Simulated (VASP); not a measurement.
Calculation: PBE GGA, VASP's PBE PAW potentials (set 64) (plane waves; VASP 6.6.1).

VASP ran on this input.

### POSCAR
```
Zn36O37
1
    4.9323206900    -8.5430313936     0.0000000000
    4.9323206900     8.5430313936     0.0000000000
    0.0000000000     0.0000000000    10.5847753959
Zn O
36 37
Direct
  0.2222220000   0.1111110000   0.2500000000
  0.1111110000   0.2222220000   0.0000000000
  0.2245980000   0.1119410000   0.7530460000
  0.1174000000   0.2245230000   0.5031870000
  0.2222220000   0.4444440000   0.2500000000
  0.1111110000   0.5555560000   0.0000000000
  0.2240760000   0.4522000000   0.7536440000
  0.1111110000   0.5555560000   0.5000000000
  0.2222220000   0.7777780000   0.2500000000
  0.1111110000   0.8888890000   0.0000000000
  0.2222220000   0.7777780000   0.7500000000
  0.1111110000   0.8888890000   0.5000000000
  0.5555560000   0.1111110000   0.2500000000
  0.4444440000   0.2222220000   0.0000000000
  0.5555560000   0.1111110000   0.7500000000
  0.4422210000   0.2200640000   0.4968840000
  0.5555560000   0.4444440000   0.2500000000
  0.4444440000   0.5555560000   0.0000000000
  0.5507560000   0.4391110000   0.7534520000
  0.4490540000   0.5551030000   0.4980440000
  0.5555560000   0.7777780000   0.2500000000
  0.4444440000   0.8888890000   0.0000000000
  0.5555560000   0.7777780000   0.7500000000
  0.4444440000   0.8888890000   0.5000000000
  0.8888890000   0.1111110000   0.2500000000
  0.7777780000   0.2222220000   0.0000000000
  0.8888890000   0.1111110000   0.7500000000
  0.7777780000   0.2222220000   0.5000000000
  0.8888890000   0.4444440000   0.2500000000
  0.7777780000   0.5555560000   0.0000000000
  0.8888890000   0.4444440000   0.7500000000
  0.7777780000   0.5555560000   0.5000000000
  0.8888890000   0.7777780000   0.2500000000
  0.7777780000   0.8888890000   0.0000000000
  0.8888890000   0.7777780000   0.7500000000
  0.7777780000   0.8888890000   0.5000000000
  0.2238800000   0.1169420000   0.4369650000
  0.1111110000   0.2222220000   0.1910000000
  0.2222220000   0.1111110000   0.9410000000
  0.1100960000   0.2245210000   0.6909450000
  0.2175770000   0.4446520000   0.4372800000
  0.1111110000   0.5555560000   0.1910000000
  0.2222220000   0.4444440000   0.9410000000
  0.1111110000   0.5555560000   0.6910000000
  0.2222220000   0.7777780000   0.4410000000
  0.1111110000   0.8888890000   0.1910000000
  0.2222220000   0.7777780000   0.9410000000
  0.1111110000   0.8888890000   0.6910000000
  0.5555560000   0.1111110000   0.4410000000
  0.4444440000   0.2222220000   0.1910000000
  0.5555560000   0.1111110000   0.9410000000
  0.4463000000   0.2260370000   0.6916200000
  0.5563940000   0.4406230000   0.4456240000
  0.4444440000   0.5555560000   0.1910000000
  0.5555560000   0.4444440000   0.9410000000
  0.4491040000   0.5597540000   0.6866130000
  0.5555560000   0.7777780000   0.4410000000
  0.4444440000   0.8888890000   0.1910000000
  0.5555560000   0.7777780000   0.9410000000
  0.4444440000   0.8888890000   0.6910000000
  0.8888890000   0.1111110000   0.4410000000
  0.7777780000   0.2222220000   0.1910000000
  0.8888890000   0.1111110000   0.9410000000
  0.7777780000   0.2222220000   0.6910000000
  0.8888890000   0.4444440000   0.4410000000
  0.7777780000   0.5555560000   0.1910000000
  0.8888890000   0.4444440000   0.9410000000
  0.7777780000   0.5555560000   0.6910000000
  0.8888890000   0.7777780000   0.4410000000
  0.7777780000   0.8888890000   0.1910000000
  0.8888890000   0.7777780000   0.9410000000
  0.7777780000   0.8888890000   0.6910000000
  0.3297710000   0.3320780000   0.6021360000
```

**INCAR**
```
ENCUT  =  400   # plane-wave cut-off (eV)
ISYM  =  0
SYSTEM  =  Zn36O37
NSW  =  60   # most ionic steps
EDIFF  =  1E-5   # SCF stop (eV)
LMAXMIX  =  4   # l cut-off of mixed one-centre charges
GGA  =  PE   # PBE
LWAVE  =  .FALSE.
EDIFFG  =  -0.03
IBRION  =  2
ALGO  =  Fast   # Davidson, then RMM-DIIS
NELMIN  =  4
NELECT  =  656.0
NELM  =  100   # most electronic steps
SIGMA  =  0.05
LASPH  =  .TRUE.
LREAL  =  Auto   # projection in real space or not
PREC  =  Normal
LCHARG  =  .FALSE.
ISIF  =  2
ISMEAR  =  0   # Gaussian
```

File KPOINTS:
```
Automatic
0
Gamma
  1 1 1
```

POTCAR, in this order: Zn O (PBE.64 set). Program: vasp_gam.

The run wrote:

File OSZICAR:
```
...
RMM:   2    -0.319040431039E+03   -0.28996E-01   -0.30311E-01   786   0.112E+00    0.516E-01
RMM:   3    -0.319043687664E+03   -0.32566E-02   -0.41040E-02   786   0.423E-01    0.484E-01
RMM:   4    -0.319041459857E+03    0.22278E-02   -0.50453E-03   792   0.155E-01    0.214E-01
RMM:   5    -0.319041123122E+03    0.33674E-03   -0.19315E-03   790   0.827E-02    0.123E-01
RMM:   6    -0.319041016771E+03    0.10635E-03   -0.51260E-04   784   0.482E-02    0.443E-02
RMM:   7    -0.319041031070E+03   -0.14299E-04   -0.13205E-04   729   0.215E-02    0.280E-02
RMM:   8    -0.319041023073E+03    0.79970E-05   -0.34330E-05   531   0.108E-02
  11 F= -.31904102E+03 E0= -.31903107E+03  d E =-.430449E-01
       N       E                     dE             d eps       ncg     rms          rms(c)
DAV:   1    -0.319021366763E+03    0.19664E-01   -0.27812E+01   810   0.100E+01    0.789E-01
RMM:   2    -0.319065775361E+03   -0.44409E-01   -0.46800E-01   788   0.141E+00    0.610E-01
RMM:   3    -0.319069440228E+03   -0.36649E-02   -0.60422E-02   786   0.528E-01    0.482E-01
RMM:   4    -0.319067379513E+03    0.20607E-02   -0.83365E-03   798   0.192E-01    0.268E-01
RMM:   5    -0.319066765755E+03    0.61376E-03   -0.24287E-03   789   0.946E-02    0.119E-01
RMM:   6    -0.319066700253E+03    0.65502E-04   -0.78358E-04   787   0.544E-02    0.495E-02
RMM:   7    -0.319066713715E+03   -0.13461E-04   -0.16332E-04   766   0.254E-02    0.330E-02
RMM:   8    -0.319066701100E+03    0.12615E-04   -0.51137E-05   566   0.123E-02    0.107E-02
RMM:   9    -0.319066701034E+03    0.66357E-07   -0.15075E-05   486   0.725E-03
  12 F= -.31906670E+03 E0= -.31905941E+03  d E =-.256780E-01
       N       E                     dE             d eps       ncg     rms          rms(c)
DAV:   1    -0.319060266142E+03    0.64350E-02   -0.60700E+00   836   0.468E+00    0.361E-01
RMM:   2    -0.319069757246E+03   -0.94911E-02   -0.10126E-01   788   0.654E-01    0.250E-01
RMM:   3    -0.319070425340E+03   -0.66809E-03   -0.12524E-02   786   0.241E-01    0.184E-01
RMM:   4    -0.319070292228E+03    0.13311E-03   -0.18941E-03   796   0.889E-02    0.140E-01
RMM:   5    -0.319070100989E+03    0.19124E-03   -0.41393E-04   786   0.424E-02    0.597E-02
RMM:   6    -0.319070090370E+03    0.10618E-04   -0.24732E-04   777   0.278E-02    0.258E-02
RMM:   7    -0.319070090994E+03   -0.62355E-06   -0.34047E-05   536   0.121E-02
  13 F= -.31907009E+03 E0= -.31906399E+03  d E =-.290679E-01
       N       E                     dE             d eps       ncg     rms          rms(c)
DAV:   1    -0.319056262781E+03    0.13828E-01   -0.19938E+01   826   0.846E+00    0.639E-01
RMM:   2    -0.319083817787E+03   -0.27555E-01   -0.29092E-01   786   0.113E+00    0.462E-01
RMM:   3    -0.319085276549E+03   -0.14588E-02   -0.37040E-02   786   0.413E-01    0.363E-01
RMM:   4    -0.319084732635E+03    0.54391E-03   -0.49594E-03   796   0.150E-01    0.234E-01
RMM:   5    -0.319084195205E+03    0.53743E-03   -0.13366E-03   787   0.783E-02    0.107E-01
RMM:   6    -0.319084177022E+03    0.18183E-04   -0.65925E-04   786   0.492E-02    0.437E-02
RMM:   7    -0.319084173160E+03    0.38620E-05   -0.95580E-05   683   0.201E-02
  14 F= -.31908417E+03 E0= -.31907785E+03  d E =-.140822E-01
       N       E                     dE             d eps       ncg     rms          rms(c)
DAV:   1    -0.319083375422E+03    0.80160E-03   -0.65184E-01   892   0.153E+00    0.111E-01
RMM:   2    -0.319084329789E+03   -0.95437E-03   -0.10109E-02   786   0.209E-01    0.797E-02
RMM:   3    -0.319084390925E+03   -0.61136E-04   -0.12501E-03   786   0.762E-02    0.656E-02
RMM:   4    -0.319084374163E+03    0.16762E-04   -0.17416E-04   766   0.274E-02    0.452E-02
RMM:   5    -0.319084354199E+03    0.19964E-04   -0.44262E-05   573   0.144E-02    0.202E-02
RMM:   6    -0.319084353273E+03    0.92626E-06   -0.24014E-05   513   0.964E-03
  15 F= -.31908435E+03 E0= -.31907803E+03  d E =-.142623E-01
       N       E                     dE             d eps       ncg     rms          rms(c)
DAV:   1    -0.319078086871E+03    0.62673E-02   -0.78721E+00   834   0.533E+00    0.401E-01
RMM:   2    -0.319089390729E+03   -0.11304E-01   -0.12288E-01   786   0.728E-01    0.269E-01
RMM:   3    -0.319089980393E+03   -0.58966E-03   -0.14937E-02   786   0.264E-01    0.148E-01
RMM:   4    -0.319090077164E+03   -0.96771E-04   -0.19941E-03   790   0.939E-02    0.156E-01
RMM:   5    -0.319089839394E+03    0.23777E-03   -0.52280E-04   794   0.440E-02    0.743E-02
RMM:   6    -0.319089809919E+03    0.29474E-04   -0.27851E-04   783   0.286E-02    0.306E-02
RMM:   7    -0.319089810373E+03   -0.45341E-06   -0.40709E-05   551   0.127E-02
  16 F= -.31908981E+03 E0= -.31908434E+03  d E =-.545710E-02
       N       E                     dE             d eps       ncg     rms          rms(c)
DAV:   1    -0.319089305849E+03    0.50407E-03   -0.39016E-01   876   0.119E+00    0.909E-02
RMM:   2    -0.319089888888E+03   -0.58304E-03   -0.63257E-03   786   0.165E-01    0.619E-02
RMM:   3    -0.319089919401E+03   -0.30513E-04   -0.77020E-04   786   0.601E-02    0.352E-02
RMM:   4    -0.319089925475E+03   -0.60746E-05   -0.10384E-04   723   0.218E-02    0.371E-02
RMM:   5    -0.319089912164E+03    0.13312E-04   -0.28863E-05   514   0.105E-02    0.171E-02
RMM:   6    -0.319089910440E+03    0.17241E-05   -0.13308E-05   467   0.665E-03
  17 F= -.31908991E+03 E0= -.31908460E+03  d E =-.555717E-02
       N       E                     dE             d eps       ncg     rms          rms(c)
DAV:   1    -0.319088200738E+03    0.17114E-02   -0.18241E+00   804   0.258E+00    0.236E-01
RMM:   2    -0.319091652318E+03   -0.34516E-02   -0.37337E-02   787   0.402E-01    0.163E-01
RMM:   3    -0.319091878446E+03   -0.22613E-03   -0.47175E-03   786   0.148E-01    0.880E-02
RMM:   4    -0.319091924790E+03   -0.46344E-04   -0.64219E-04   792   0.535E-02    0.959E-02
RMM:   5    -0.319091841413E+03    0.83377E-04   -0.15026E-04   755   0.257E-02    0.459E-02
RMM:   6    -0.319091833615E+03    0.77978E-05   -0.84305E-05   706   0.163E-02
  18 F= -.31909183E+03 E0= -.31908695E+03  d E =-.192318E-02
       N       E                     dE             d eps       ncg     rms          rms(c)
DAV:   1    -0.319091413489E+03    0.42792E-03   -0.18689E-01   828   0.826E-01    0.851E-02
RMM:   2    -0.319091772194E+03   -0.35870E-03   -0.39181E-03   787   0.129E-01    0.578E-02
RMM:   3    -0.319091798348E+03   -0.26155E-04   -0.50141E-04   785   0.481E-02    0.290E-02
RMM:   4    -0.319091805063E+03   -0.67151E-05   -0.74360E-05   689   0.179E-02
  19 F= -.31909181E+03 E0= -.31908672E+03  d E =-.189462E-02
       N       E                     dE             d eps       ncg     rms          rms(c)
DAV:   1    -0.319091745714E+03    0.52634E-04   -0.48198E-02   836   0.420E-01    0.371E-02
RMM:   2    -0.319091843346E+03   -0.97632E-04   -0.10485E-03   786   0.687E-02    0.194E-02
RMM:   3    -0.319091851253E+03   -0.79070E-05   -0.13428E-04   731   0.253E-02    0.970E-03
RMM:   4    -0.319091852130E+03   -0.87665E-06   -0.16927E-05   461   0.948E-03
  20 F= -.31909185E+03 E0= -.31908705E+03  d E =-.194169E-02
       N       E                     dE             d eps       ncg     rms          rms(c)
DAV:   1    -0.319090917809E+03    0.93344E-03   -0.96343E-01   804   0.187E+00    0.163E-01
RMM:   2    -0.319092613559E+03   -0.16957E-02   -0.18466E-02   789   0.282E-01    0.111E-01
RMM:   3    -0.319092721497E+03   -0.10794E-03   -0.23218E-03   786   0.103E-01    0.629E-02
RMM:   4    -0.319092747051E+03   -0.25554E-04   -0.34600E-04   792   0.377E-02    0.682E-02
RMM:   5    -0.319092696117E+03    0.50934E-04   -0.77256E-05   648   0.182E-02    0.293E-02
RMM:   6    -0.319092693212E+03    0.29053E-05   -0.46805E-05   584   0.116E-02
  21 F= -.31909269E+03 E0= -.31908769E+03  d E =-.841082E-03
```

File OUTCAR:
```
------------------------ aborting loop because EDIFF is reached ----------------------------------------
  FORCE on cell =-STRESS in cart. coord.  units (eV):
  Direction    XX          YY          ZZ          XY          YZ          ZX
  --------------------------------------------------------------------------------------
  Total       -0.9814224     -0.5770926     -4.6804427     -0.1253804      0.0131825      0.0890657
  in kB       -1.7627536     -1.0365282     -8.4066423     -0.2251983      0.0236774      0.1599728
  external PRESSURE =      -3.7353080 kB  Pullay stress =       0.0000000 kB
  volume of cell :      892.02
      direct lattice vectors                 reciprocal lattice vectors
     4.932320690 -8.543031394  0.000000000     0.101372160 -0.058527234  0.000000000
     4.932320690  8.543031394  0.000000000     0.101372160  0.058527234  0.000000000
     0.000000000  0.000000000 10.584775396     0.000000000  0.000000000  0.094475316
  FREE ENERGIE OF THE ION-ELECTRON SYSTEM (eV)
  ---------------------------------------------------
  free  energy   TOTEN  =      -319.0926932117 eV

  energy  without entropy=     -319.0826950816  energy(sigma->0) =     -319.08769415

 reached required accuracy - stopping structural energy minimisation
```
(Selected blocks of OUTCAR.)

File CONTCAR:
```
Zn36O37
   1.00000000000000
     4.9323206900000001   -8.5430313935999997    0.0000000000000000
     4.9323206900000001    8.5430313935999997    0.0000000000000000
     0.0000000000000000    0.0000000000000000   10.5847753958999995
  Zn              O
    36    37
Direct
     0.2213601388838478    0.1097852074070871    0.2422619191764917
     0.1109716118434275    0.2224425642816500    0.9915930289850498
     0.2298842250412253    0.1267163850677270    0.7398092992699902
     0.1228697227957599    0.2282067392655481    0.5056868903970838
     0.2215727090638464    0.4452025045573563    0.2426002888128431
     0.1119048205246489    0.5554666607339332    0.9946555589456716
     0.2295171845040498    0.4376509548628840    0.7402837993427978
     0.1112696681604543    0.5556925276648673    0.5008897317845469
     0.2186663082042965    0.7760441949897962    0.2520397829408969
     0.1118772197532374    0.8903548158747026    0.9945153415091614
     0.2231415703347307    0.7787495269225108    0.7479265836666508
     0.1113280716105251    0.8892841805663622    0.5007646044920733
     0.5525215799109779    0.1137886518736021    0.2555675510498271
     0.4446060299417134    0.2223972818162147    0.9925282176438535
     0.5632814853276097    0.1038741529667276    0.7610125658628752
     0.4373915348964809    0.2285510985591688    0.5059834401200551
     0.5569740933342240    0.4450868352126007    0.2432622747054382
     0.4447933457356367    0.5558524275445720    0.9928812662960610
     0.5438333684896133    0.4387801588216705    0.7413722961729221
     0.4373565212642399    0.5419764928252440    0.5062139891254578
     0.5527284117883405    0.7721634172558420    0.2557049571335953
     0.4420575891325776    0.8877627288391308    0.0097661715123271
     0.5631176902650175    0.7925766625960907    0.7609300333811850
     0.4449455075407081    0.8891052994541881    0.5007000161152478
     0.8950344474747500    0.1142588899683707    0.2550497454473912
     0.7789052411685949    0.2248374399689469    0.0101883611344273
     0.8727705201896597    0.1033358483439870    0.7614264425609334
     0.7774069573663241    0.2218248787368844    0.5005989222170119
     0.8909196366529948    0.4481649984484610    0.2522185852103463
     0.7774557702997495    0.5554586662856094    0.9952161923687405
     0.8891918438475443    0.4439463887258331    0.7482779190643493
     0.7778299256794050    0.5556653989043039    0.5010815951747770
     0.8908551552531568    0.7761008420753966    0.2523186919048827
     0.7791805269380397    0.8875326984944878    0.0101847636288860
     0.8894503287955945    0.7791673888485524    0.7481490005207693
     0.7774548335324496    0.8891785222206400    0.5005498032425629
     0.2141960058899456    0.0957339020039197    0.4249101029007341
     0.1104705147873606    0.2221113340440701    0.1823831803154900
     0.2223652164373333    0.1111048438474038    0.9362242682891121
     0.0854430420975354    0.2101550746800772    0.7116568134237723
     0.2144939935853643    0.4522425118939293    0.4253179743606136
     0.1092433295941920    0.5576257593082841    0.1832796741108249
     0.2226221151106764    0.4453689658802336    0.9364896056256140
     0.1126226718750214    0.5552452924820325    0.6903403276207445
     0.2224979659071573    0.7780252622485253    0.4406412191450130
     0.1090769049262008    0.8849622373703905    0.1831954333986426
     0.2247337257694971    0.7793038786621244    0.9380463332373732
     0.1128741195368334    0.8919481011020393    0.6902026136961886
     0.5524555960048475    0.1140118259266020    0.4446787031316305
     0.4449723220657514    0.2219740180410399    0.1832171712504101
     0.5586933633917089    0.1081181627621755    0.9504810605850104
     0.4580525413295707    0.2113869205044788    0.7102745404500211
     0.5704508098735011    0.4520490488599387    0.4264296326130875
     0.4451274756911299    0.5564829192787165    0.1834383727546493
     0.5566353403525997    0.4451872510664692    0.9370871912045982
     0.4577748740606328    0.5801878866838371    0.7098163655570311
     0.5525738648392351    0.7719855049289726    0.4447437489114948
     0.4441071703630294    0.8886783554806805    0.1983412898750507
     0.5589418112875827    0.7841898385665541    0.9504011949378371
     0.4449483802335802    0.8892345866111989    0.6900840775042333
     0.8947019914242131    0.1141817663715012    0.4443448709732700
     0.7779161133930269    0.2226768913111573    0.1988007514703632
     0.8821005756852055    0.1077112041579396    0.9509672683682091
     0.7777358294227759    0.2224716668640972    0.6898985755392725
     0.8888580331283468    0.4444556944893190    0.4408092005600381
     0.7816314128965707    0.5575555794713448    0.1839062509355718
     0.8879037510643470    0.4421774737268426    0.9384497393875610
     0.7772329006323759    0.5555673046158919    0.6906075490576991
     0.8888363431125924    0.7778969641984680    0.4408880276314228
     0.7780425490457993    0.8887943199005379    0.1987377375917942
     0.8879374114931726    0.7790997937886315    0.9383280064585335
     0.7777743497401922    0.8891191426732151    0.6899147150997648
     0.3307589884056332    0.3315462852164061    0.5878967811102236
```

At this cut-off the stress carries a Pulay error, which pulls relaxed volumes low. The cell is charged, with a uniform compensating background. The supercell is sampled at Γ alone, which is coarse: total energies, pressure and levels can be off, energies of defects by several tenths of an eV.

The cell is a supercell with a defect, built from ZnO (wurtzite): O_i, charge -2. The run is not spin-polarised, so no state with unpaired spins was tried.
